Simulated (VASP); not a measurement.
```
CELL_PARAMETERS angstrom
      0.00000     2.97505     2.97505
      2.97505     0.00000     2.97505
      2.97505     2.97505     0.00000
ATOMIC_POSITIONS crystal
  In 0.00000 0.00000 0.00000
  P  0.25000 0.25000 0.25000
```

Level of theory: PBE GGA with D3 dispersion (Becke-Johnson damping), VASP's PBE PAW potentials (set 64) (plane waves; VASP 6.6.1). Run with 520 eV cut-off, 8×8×8 Γ-centred mesh, Gaussian smearing of 0.050 eV, potentials In_d P.

The job: InP (zinc blende), 2 atoms, PBE-D3(BJ), static run, 520 eV, 8×8×8 Γ-centred mesh. Roughly how much core time does it take on a busy server core?

About 10 core-seconds (one run on a shared machine, a rough figure). It had 29 irreducible k-points, 13 bands, up to 1428 plane waves and 16 electronic steps.

The compound is InP in the zinc blende structure. This cell is one point of a volume scan, at 1.03 of the reference volume.
